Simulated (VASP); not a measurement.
Consider the following.

```xyz
3
Lattice="0.0000 2.2530 2.2530 2.2530 0.0000 2.2530 2.2530 2.2530 0.0000" Properties=species:S:1:pos:R:3 pbc="T T T"
Li     1.1265     1.1265     1.1265
Li     3.3795     3.3795     3.3795
O      0.0000     0.0000     0.0000
```

The numbers are results of optB88-vdW, VASP's PBE PAW potentials (set 64) (plane waves; VASP 6.6.1), not measurements. Settings: 520 eV cut-off, 8×8×8 Γ-centred mesh, Gaussian smearing of 0.050 eV, potentials Li_sv O.

Task: Predict the energy per atom (σ→0), pressure, band gap (on the k-mesh) with the smallest direct gap where there is one.

Result: 
| Item | Result |
|---|---|
| band gap (on the k-mesh) | 5.29 eV |
| smallest direct gap (on the k-mesh) | 6.05 eV |
| energy per atom (σ→0) | -3.764 eV/atom |
| pressure | 5.84 GPa |

Only differences to runs with the same potentials and settings are physical.

The compound is Li2O in the antifluorite structure. This cell is one point of a volume scan, at 0.94 of the reference volume.
